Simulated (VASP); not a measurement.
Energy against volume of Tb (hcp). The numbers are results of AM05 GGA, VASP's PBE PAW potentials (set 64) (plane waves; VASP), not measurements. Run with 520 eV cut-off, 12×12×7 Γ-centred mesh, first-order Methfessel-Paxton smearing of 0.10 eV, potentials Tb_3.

The 4f electrons are frozen in the core of the lanthanide potential, so 4f levels, which can set the real gap, and their magnetism are missing.

Shape and ions are relaxed at each volume.

| V (Å³/atom) | E (eV/atom) |
|---|---|
| 29.969 | -4.75976 |
| 30.896 | -4.76241 |
| 31.823 | -4.75843 |
| 32.750 | -4.74830 |

Problem. Fit these four points and predict the energy of the run at 29.042 Å³/atom.

Solution. A cubic in V^(−2/3), the third-order Birch-Murnaghan form, passes through the four points with V0 = 30.79 Å³/atom and B0 = 38 GPa, and gives -4.7500 eV/atom there. The run gave -4.7497 eV/atom, +0.3 meV/atom from the fit; all five points give B0 = 39 GPa.

The compound is Tb in the hcp structure. It was relaxed first.
